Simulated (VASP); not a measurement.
Set up this calculation in VASP 6.6.1, as the native input.

- Task: density of states
- Functional: PBE
- Potentials or basis: VASP PAW PBE potentials, release 64 (Be, Se, O)
- Cutoff: 520 eV
- k mesh: 6 × 6 × 6
- Occupations: gaussian, width 0.03 eV
- Spin: no spin polarisation
- k mesh for the DOS: 9 × 9 × 9
- Occupations for the DOS: tetrahedron
- Further INCAR settings: ALGO = Normal; EDIFF = 1e-07; NBANDS = 21

Crystal: Be3Se2O.

```
CELL_PARAMETERS angstrom
5.77614 0.00000 0.00000
-2.88807 5.00229 0.00000
0.00000 0.00000 5.27435
ATOMIC_POSITIONS crystal
Be 0.73139 0.00000 0.19063
Be 0.00000 0.73139 0.19063
Be 0.26861 0.26861 0.19063
Se 0.33333 0.66667 0.19067
Se 0.66667 0.33333 0.19067
O 0.00000 0.00000 0.19066
```

The cell was built by a generator and needn't be a form met in nature.

One way to write it, as run:

POSCAR

```
Be3Se2O                                 
1.0
    5.7761425774      0.0000000000      0.0000000000
   -2.8880712937      5.0022862137     -0.0000000000
    0.0000000000      0.0000000000      5.2743464461
  Be              Se              O             
     3     2     1
Direct
     0.7313913575951316    0.0000000000000040    0.1906263483393422
     0.9999999999999944    0.7313913575951129    0.1906263483393422
     0.2686086424048736    0.2686086424048832    0.1906263483393422
     0.3333333300000021    0.6666666699999979    0.1906709238307694
     0.6666666699999979    0.3333333300000021    0.1906709238307694
     1.0000000000000000    1.0000000000000000    0.1906607573204247
```

INCAR.step1

```
  PREC = Accurate
  ENCUT = 520
  EDIFF = 1E-7
  ISMEAR = 0
  SIGMA = 0.03
  LREAL = False
  LASPH = True
  NELM = 100
  ALGO = Normal
  ISIF = 2
  LWAVE = False
  LCHARG = True
  GGA = PE
  NBANDS = 21
  KPAR = 4
```

KPOINTS.step1

```
regular mesh
0
Gamma
  6 6 6
```

INCAR.step2

```
  PREC = Accurate
  ENCUT = 520
  EDIFF = 1E-7
  ISMEAR = -5
  SIGMA = 0.03
  LREAL = False
  LASPH = True
  NELM = 100
  ALGO = Normal
  ISIF = 2
  LWAVE = False
  LCHARG = False
  GGA = PE
  LORBIT = 11
  NBANDS = 21
  KPAR = 4
  NEDOS = 1001
  ICHARG = 11
```

KPOINTS.step2

```
regular mesh
0
Gamma
  9 9 9
```

Potentials or basis: VASP PAW PBE potentials, release 64 (Be, Se, O).

The run is started by

```sh
$ cat potpaw_PBE.64/Be/POTCAR potpaw_PBE.64/Se/POTCAR potpaw_PBE.64/O/POTCAR > POTCAR
$ cp INCAR.step1 INCAR
$ cp KPOINTS.step1 KPOINTS
$ mpirun -np 4 vasp_std > vasp.out
$ cp INCAR.step2 INCAR
$ cp KPOINTS.step2 KPOINTS
$ mpirun -np 4 vasp_std > vasp.out
```

Results of the run:

| Quantity | Value |
| --- | --- |
| Valence electrons inside the program's atomic spheres | Be 1.10; Se 3.99; O 5.18 |

It took 84 s on 4 MPI ranks on Intel(R) Xeon(R) Platinum 8259CL CPU @ 2.50GHz (Skylake/Cascade Lake) (shared host), peak memory 0.45 GiB a rank.
